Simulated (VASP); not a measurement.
```
NaCl
1.0
    0.00000     2.78640     2.78640
    2.78640     0.00000     2.78640
    2.78640     2.78640     0.00000
Na Cl
1 1
Direct
  0.00000   0.00000   0.00000
  0.50000   0.50000   0.50000
```

The numbers are results of HSEsol screened hybrid, VASP's PBE PAW potentials (set 64) (plane waves; VASP), not measurements. Numerical set-up: 520 eV cut-off, 6×6×6 Γ-centred mesh, Gaussian smearing of 0.050 eV, potentials Na_pv Cl.

### Question
What does the run give for the energy per atom (σ→0), band gap (on the k-mesh) with the smallest direct gap where there is one?

### Answer

```yaml
band gap (on the k-mesh): 6.48 eV
smallest direct gap (on the k-mesh): 6.48 eV
energy per atom (σ→0): -4.037 eV/atom
```

Only differences to runs with the same potentials and settings are physical.

The compound is NaCl in the rock salt structure. This cell is one point of a volume scan, at 0.94 of the reference volume. The cell's shape comes from a PBE relaxation.
